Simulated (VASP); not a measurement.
Given:

```xyz
2
Lattice="2.4597 0.0000 0.0000 0.0000 2.4597 0.0000 0.0000 0.0000 2.4597" Properties=species:S:1:pos:R:3 pbc="T T T"
Co     0.0000     0.0000     0.0000
C      1.2299     1.2299     1.2299
```
Starting moments (μB, in the order of the record's atoms Co C): 0.7 0.0.

Calculation: PBEsol GGA, VASP's PBE PAW potentials (set 64) (plane waves; VASP). Numerical set-up: 520 eV cut-off, 16×16×16 Γ-centred mesh, tetrahedra with Blöchl corrections, potentials Co C.

Estimate the cell moment, energy per atom (σ→0), band gap (on the k-mesh) with the smallest direct gap where there is one.

```yaml
band gap (on the k-mesh): none (metal, semimetal or under 0.01 eV)
cell_moment: 0.77 μB
energy per atom (σ→0): -734.3 kJ/mol of atoms
```

Give the moment on each site (PAW-sphere projection).

```csv
site,moment (μB)
Co1,0.70
C2,0.05
```

Only differences to runs with the same potentials and settings are physical.

The structure was generated: CoC was put into the CsCl type type (Pm-3m), which need not be its known phase. It was relaxed first, which changed the volume by -18 %.
